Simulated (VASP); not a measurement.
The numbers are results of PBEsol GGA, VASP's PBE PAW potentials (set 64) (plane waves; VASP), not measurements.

A VASP calculation is set up with these files.

**POSCAR**
```
MnO
5.3562990
  0.8164966145   0.4082483073   0.4082483073
  0.4082483073   0.8164966145   0.4082483073
  0.4082483073   0.4082483073   0.8164966145
Mn O
2 2
Direct
  0.0000000000   0.0000000000   0.0000000000
  0.5000000000   0.5000000000   0.5000000000
  0.2500000000   0.2500000000   0.2500000000
  0.7500000000   0.7500000000   0.7500000000
```

**KPOINTS**
```
Automatic
0
Gamma
  7 7 7
```

**INCAR**
```
# general
SYSTEM   =  MnO
PREC     =  Accurate
ENCUT    =  400
LREAL    =  .FALSE.
LASPH    =  .TRUE.

# electronic loop
EDIFF    =  1E-6
NELM     =  100
ALGO     =  Normal
LMAXMIX  =  4

# smearing
ISMEAR   =  -1
SIGMA    =  0.01

# functional
GGA      =  PS

# spin
ISPIN    =  2
MAGMOM   =  5.0 -5.0 0.0 0.0

# ions
ISIF     =  2

# output
LWAVE    =  .FALSE.
LCHARG   =  .FALSE.
LORBIT   =  11
```

POTCAR, in this order: Mn_pv O (PBE.64 set). Program: vasp_std.

At this cut-off the stress carries a Pulay error, which pulls relaxed volumes low.

Question: Predict the energy per atom (σ→0), cell moment, pressure.

Answer: 
```yaml
energy per atom (σ→0): -8.694 eV/atom
cell_moment: 0.00 μB
pressure: -57.5 kbar
```

**OSZICAR**
```
...
DAV:   9    -0.347703987013E+02    0.25159E-01   -0.11031E-01  5598   0.416E+00    0.100E+00
DAV:  10    -0.347743984955E+02   -0.39998E-02   -0.29467E-02  4672   0.120E+00    0.350E-01
DAV:  11    -0.347743097504E+02    0.88745E-04   -0.21753E-03  4975   0.344E-01    0.908E-02
DAV:  12    -0.347744145110E+02   -0.10476E-03   -0.44300E-05  4286   0.632E-02    0.335E-02
DAV:  13    -0.347744222666E+02   -0.77556E-05   -0.18577E-05  4706   0.332E-02    0.133E-02
DAV:  14    -0.347744239110E+02   -0.16444E-05   -0.35292E-06  3862   0.193E-02    0.615E-03
DAV:  15    -0.347744239239E+02   -0.12880E-07   -0.17435E-07  2290   0.522E-03
   1 F= -.34774424E+02 E0= -.34774424E+02  d E =-.751348E-11  mag=     0.0000
```

The structure is a typed MnO crystal. The cell was not relaxed at this level. The run is one of a series of settings (GGA = PS against the base run), some of them coarse on purpose.
